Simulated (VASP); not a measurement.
Output of a VASP run:

OSZICAR:
```
       N       E                     dE             d eps       ncg     rms          rms(c)
DAV:   1     0.103449794588E+03    0.10345E+03   -0.76489E+03  2880   0.128E+03
DAV:   2    -0.162381391404E+02   -0.11969E+03   -0.10858E+03  3068   0.399E+02
DAV:   3    -0.237246943445E+02   -0.74866E+01   -0.68176E+01  3620   0.790E+01
DAV:   4    -0.239305484841E+02   -0.20585E+00   -0.20431E+00  3044   0.135E+01
DAV:   5    -0.239329312008E+02   -0.23827E-02   -0.23821E-02  3348   0.120E+00    0.223E+01
DAV:   6    -0.228219691465E+02    0.11110E+01   -0.12420E+00  3124   0.103E+01    0.100E+01
DAV:   7    -0.225007616733E+02    0.32121E+00   -0.85047E-01  3328   0.841E+00    0.436E-01
DAV:   8    -0.224950070263E+02    0.57546E-02   -0.73685E-03  2956   0.706E-01    0.267E-01
DAV:   9    -0.224927780444E+02    0.22290E-02   -0.14383E-03  3120   0.456E-01    0.570E-02
DAV:  10    -0.224928189984E+02   -0.40954E-04   -0.65819E-05  3160   0.830E-02    0.101E-02
DAV:  11    -0.224927859628E+02    0.33036E-04   -0.73939E-06  2956   0.319E-02    0.900E-04
DAV:  12    -0.224927853830E+02    0.57977E-06   -0.13493E-07  1516   0.410E-03
   1 F= -.22492785E+02 E0= -.22492328E+02  d E =-.224928E+02
```

File OUTCAR:
```
------------------------ aborting loop because EDIFF is reached ----------------------------------------
  FORCE on cell =-STRESS in cart. coord.  units (eV):
  Direction    XX          YY          ZZ          XY          YZ          ZX
  --------------------------------------------------------------------------------------
  Total        0.0009631      0.0009631      0.0021317      0.0000000     -0.0000000      0.0000000
  in kB        0.0540602      0.0540602      0.1196556      0.0000000     -0.0000000      0.0000000
  external PRESSURE =       0.0759253 kB  Pullay stress =       0.0000000 kB
  volume of cell :       28.54
      direct lattice vectors                 reciprocal lattice vectors
     1.377652810 -2.386164300  0.000000000     0.362936145 -0.209541313  0.000000000
     1.377652810  2.386164300  0.000000000     0.362936145  0.209541313  0.000000000
     0.000000000  0.000000000  4.341526747     0.000000000  0.000000000  0.230333719
 POSITION                                       TOTAL-FORCE (eV/Angst)
 -----------------------------------------------------------------------------------
      1.37765      0.79539      1.08538         0.000000     -0.000000      0.000000
      1.37765     -0.79539      3.25615        -0.000000      0.000000      0.000000
 -----------------------------------------------------------------------------------
    total drift:                               -0.000001      0.000024     -0.000020
  FREE ENERGIE OF THE ION-ELECTRON SYSTEM (eV)
  ---------------------------------------------------
  free  energy   TOTEN  =       -22.4927853830 eV

  energy  without entropy=      -22.4914126465  energy(sigma->0) =      -22.49232780

 reached required accuracy - stopping structural energy minimisation
```
(Selected blocks of OUTCAR.)

POSCAR:
```
Os
1
    1.3776528102    -2.3861643002    -0.0000000000
    1.3776528102     2.3861643002    -0.0000000000
   -0.0000000000    -0.0000000000     4.3415267474
Os
2
Direct
  0.3333330000   0.6666670000   0.2500000000
  0.6666670000   0.3333330000   0.7500000000
```

**Question.** Write an INCAR and KPOINTS that could have produced this output.

**Answer.** This is not unique; one that fits is the input of the run itself, PBE GGA, plane waves, VASP's PBE PAW potentials (set 64).

### KPOINTS
```
Automatic mesh
0
Gamma
14 14 8
0 0 0
```

### INCAR
```
SYSTEM = Os
PREC = Accurate
ENCUT = 520
EDIFF = 1E-6
NELM = 100
ALGO = Normal
LREAL = .FALSE.
LASPH = .TRUE.
ISMEAR = 1
SIGMA = 0.1
GGA = PE
LMAXMIX = 6
LWAVE = .FALSE.
LCHARG = .FALSE.
IBRION = 2
ISIF = 3
NSW = 60
EDIFFG = -0.01
```

POTCAR, in this order: Os (PBE.64 set). Program: vasp_std.

The compound is Os in the hcp structure. It was relaxed first. The start is the result of an earlier pass.
